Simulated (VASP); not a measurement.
Consider the following.

```
Yb
1.0
    0.00000     2.71147     2.71147
    2.71147     0.00000     2.71147
    2.71147     2.71147     0.00000
Yb
1
Direct
  0.00000   0.00000   0.00000
```

All values below come from PBE GGA, VASP's PBE PAW potentials (set 64) (plane waves; VASP). Settings: 400 eV cut-off, Gaussian smearing of 0.050 eV, potentials Yb_2.

The 4f electrons are frozen in the core of the lanthanide potential, so 4f levels, which can set the real gap, and their magnetism are missing.

Task: Give the energies of bands 4 to 7 at the high-symmetry points, in eV from the Fermi level.

Result: 
| band | Γ | X | U | L | W |
|---|---|---|---|---|---|
| 4 | -4.95 | -1.01 | -0.25 | -1.70 | 0.00 |
| 5 | 3.01 | 0.38 | 0.21 | 0.13 | 0.81 |
| 6 | 3.01 | 1.41 | 1.11 | 2.78 | 0.81 |
| 7 | 3.01 | 6.50 | 4.43 | 2.78 | 2.51 |

It has no gap at this level: it comes out as a metal or semimetal.

The compound is Yb in the fcc structure. It was relaxed first.
